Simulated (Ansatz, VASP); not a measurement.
## One calculation of ScWF, two programs

```
CELL_PARAMETERS angstrom
3.91683 0.00000 0.00000
-1.95841 3.39207 0.00000
0.00000 0.00000 3.90695
ATOMIC_POSITIONS crystal
Sc 0.00000 0.00000 0.00000
W 0.66667 0.33333 0.50000
F 0.33333 0.66667 0.50000
```

Change from the starting cell: species swapped into the YZnSi type (P-6m2, No. 187).

Alike in both runs: task relaxation of cell and atoms; functional PBE; k mesh 15 × 15 × 12; occupations gaussian, width 0.1 eV; no spin polarisation.

```csv
,VASP,Ansatz
version,VASP 6.6.1,Ansatz 0.2.0
potentials or method,"VASP PAW PBE potentials, release 64 (Sc_sv, W_sv, F)","scalar-relativistic, plane waves, PAW"
plane-wave cutoff (eV),600,420
valence electrons in the cell,32,32
```

VASP gave:

```
gap on the k mesh at the Fermi level, each at its own relaxed structure (eV) : none
relaxed volume (Å³/atom)                                                     : 17.02
relaxed cell length with the largest relative difference (Å)                 : 4.157
energy change over the relaxation (meV/atom)                                 : -24
```

Q: Which values does Ansatz return?

A: gap on the k mesh at the Fermi level, each at its own relaxed structure (eV): none; relaxed volume (Å³/atom): 16.99; relaxed cell length with the largest relative difference (Å): 4.179; energy change over the relaxation (meV/atom): -27.

A gap of «none» marks a metal or a gap that the smearing closes.

The runs have no spin-orbit coupling, so splittings on W are missing.
